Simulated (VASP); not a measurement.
Consider the following.

```
CdSe
1.0
    0.00000     3.07828     3.07828
    3.07828     0.00000     3.07828
    3.07828     3.07828     0.00000
Cd Se
1 1
Direct
  0.00000   0.00000   0.00000
  0.25000   0.25000   0.25000
```

These are revTPSS meta-GGA, VASP's PBE PAW potentials (set 64) (plane waves; VASP) values and carry that method's errors. Run with 520 eV cut-off, 7×7×7 Γ-centred mesh, Gaussian smearing of 0.050 eV, potentials Cd Se.

Task: What does the run give for the energy per atom (σ→0), band gap (on the k-mesh) with the smallest direct gap where there is one?

Result: 
```
Quantity                                     Value
-----------------------------------  -------------
band gap (on the k-mesh)                   0.74 eV
smallest direct gap (on the k-mesh)        0.74 eV
energy per atom (σ→0)                9.304 eV/atom
```

The absolute energy has meaning only against runs of the same code, potentials and settings.

The compound is CdSe in the zinc blende structure, whereas wurtzite is the usual form. It was relaxed first, which changed the volume by +5 %. The start is the result of an earlier pass.
